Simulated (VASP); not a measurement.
Here is the system:

```
C36HSi36
1.0
    4.64098    -8.03841     0.00000
    4.64098     8.03841     0.00000
    0.00000     0.00000    10.12768
Si C H
36 36 1
Cartesian
  4.64045   8.03440   0.01163
  9.27304  -0.01008   5.06810
  1.54331  -0.88805   7.61414
  1.54282   0.88009   2.53767
  6.18711  -5.35718   0.03461
  6.16705  -5.36616   5.07734
  3.06802   1.82205   7.73475
  3.10676   3.57484   2.54546
  3.09687   5.36013   0.01334
  3.09987   5.36018   5.06906
  4.64243   4.47739   7.61479
  4.64583   6.24677   2.54233
  1.55014  -2.67965   0.00794
  1.55505  -2.68573   5.06906
  3.09429  -3.56959   7.61331
  3.10245  -1.80969   2.52922
  3.09608  -0.00309   0.02467
  3.06626  -0.11024   4.99372
  4.63906  -0.89405   7.62094
  4.65524   0.88850   2.53665
  4.64998   2.68482   0.02807
  4.70722   2.73592   5.03300
  6.19083   1.79228   7.61908
  6.20731   3.57321   2.53726
  3.10057  -5.36198   0.01682
  3.10955  -5.35921   5.07365
  4.63283  -6.25438   7.62403
  4.65350  -4.47362   2.55937
  4.64901  -2.68121   0.01543
  4.65057  -2.70127   5.07226
  6.18807  -3.56148   7.62207
  6.19569  -1.79059   2.54265
  6.19085  -0.00050   0.01054
  6.19225  -0.00220   5.06121
  7.73132  -0.89002   7.61135
  7.74013   0.88893   2.54218
  9.28064   0.00114   8.23805
  4.64257   8.03278   3.17427
  1.53690  -0.90005   5.69047
  1.54634   0.89105   0.63190
  6.16628  -5.34198   8.26012
  1.57551   2.65850   3.19805
  3.18911   1.75501   5.72447
  3.09678   3.57249   0.63604
  7.73527  -2.67560   8.23934
  3.09900   5.35550   3.17537
  4.64875   4.48081   5.69383
  4.64533   6.24908   0.62941
  1.54979  -2.67320   8.23514
  1.55502  -2.68388   3.17288
  3.10179  -3.57708   5.69731
  3.10028  -1.79288   0.62513
  3.08738   0.01428   8.24473
  3.09748  -0.01359   3.14223
  4.63397  -0.90554   5.68326
  4.64415   0.89397   0.62958
  4.63911   2.69228   8.25117
  4.65536   2.67991   3.15965
  6.19935   1.79278   5.69120
  6.19979   3.57435   0.63035
  3.09301  -5.35458   8.24344
  3.10708  -5.36488   3.17755
  4.66210  -6.26554   5.70575
  4.64983  -4.46896   0.64317
  4.63900  -2.67502   8.24096
  4.65266  -2.68822   3.17667
  6.21077  -3.60322   5.70306
  6.19196  -1.78557   0.62974
  6.18407   0.00404   8.23483
  6.19206  -0.00329   3.17079
  7.72647  -0.89518   5.69535
  7.73723   0.89092   0.62896
  3.95000   1.08586   6.16839
```
Cell charge +1.

Computed with HSE06 screened hybrid, VASP's PBE PAW potentials (set 64) (plane waves; VASP). Numerical set-up: PREC = Normal, LREAL = Auto, ISYM = 0, NELECT = 288.0, EDIFF = 1E-5, 400 eV cut-off, 1×1×1 Γ-centred mesh, Gaussian smearing of 0.050 eV, potentials Si C H.

The cell is charged, with a uniform compensating background. The supercell is sampled at Γ alone, which is coarse: total energies, pressure and levels can be off, energies of defects by several tenths of an eV.

Problem. Estimate the energy per atom (σ→0).

Solution. 
```json
{
 "energy per atom (σ→0)": "-8.656 eV/atom"
}
```

Total energies compare only between runs with the same potentials, cut-off and functional.

The cell is a supercell with a defect, built from SiC (4h): H_i, charge +1. The cell's shape comes from a PBE relaxation. The run is not spin-polarised, so no state with unpaired spins was tried.
